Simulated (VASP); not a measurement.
Runs of VASP 6.6.1 on BPd4. The structure is orthorhombic, space group Pmm2 (No. 25). Conventional cell: a = 2.892 Å, b = 4.365 Å, c = 5.856 Å, α = 90.00°, β = 90.00°, γ = 90.00°. Around Pd (site symmetry mm2) lie 1 B at 1.96 Å. Around Pd (site symmetry mm2) lie 2 B at 2.03 Å. Around Pd (site symmetry mm2) lie 10 Pd at 2.73 to 3.07 Å. Around Pd (site symmetry mm2) lie 2 B at 2.18 Å. B (site symmetry mm2) has 5 Pd at 1.96 to 2.18 Å as nearest neighbours. The cell comes from a database or a generator and needn't be the stable form of this composition.

```csv
level,pressure (GPa),largest force (eV/Å)
r2SCAN,-4.0,0.24
PBE,-1.2,0.20
revPBE,(b),0.20
AM05,(a),0.16
```

Alike in all rows: task band structure; potentials or basis VASP PAW PBE potentials, release 64 (Pd, B); no spin polarisation; cell as given; k mesh 7 × 5 × 4; cutoff (eV) 520; smearing fermi-dirac 0.05 eV.

Problem. Estimate the missing entries.

Solution. (a) -8.8; (b) 1.7.

Caveats: the PAW data sets were made with another functional, which shifts forces and pressure a little (some runs).

Not every run made on this cell is shown here.
